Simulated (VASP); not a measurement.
A convergence study with VASP on MgB₂ (AlB2 type): one setting is varied, all else stays as given below, so the limit is that of these other settings. Each run relaxes cell and ions from the cell shown. The basis is that of the starting cell, so low cut-offs carry a Pulay error.

```
CELL_PARAMETERS angstrom
      1.54500    -2.67602     0.00000
      1.54500     2.67602     0.00000
      0.00000     0.00000     3.52000
ATOMIC_POSITIONS crystal
  Mg 0.00000 0.00000 0.00000
  B  0.33333 0.66667 0.50000
  B  0.66667 0.33333 0.50000
```

These are PBE GGA, VASP's PBE PAW potentials (set 64) (plane waves; VASP) values and carry that method's errors. The tightest run used: 800 eV cut-off, 10×10×8 Γ-centred mesh, first-order Methfessel-Paxton smearing of 0.10 eV, potentials Mg B.

| setting | relaxed volume (Å³/atom) | E (eV/atom) | plane waves |
|---|---|---|---|
| ENCUT = 250 | 9.364 | -5.0800 | 274 |
| ENCUT = 300 | 9.509 | -5.0994 | 358 |
| ENCUT = 350 | 9.577 | -5.1061 | 454 |

### Question
These are the cheaper rows. Estimate the results at ENCUT = 800, and how far the last row shown lies from them.

### Answer

```tsv
quantity	tightest run	last row shown is off by
relaxed volume (Å³/atom)	9.600	-0.022
E (eV/atom)	-5.1083	0.0022
```

Left out are rungs that failed or repeat a setting and relaxations that didn't move; long series are thinned to 24 rows.

The compound is MgB2 in the AlB2 type structure.
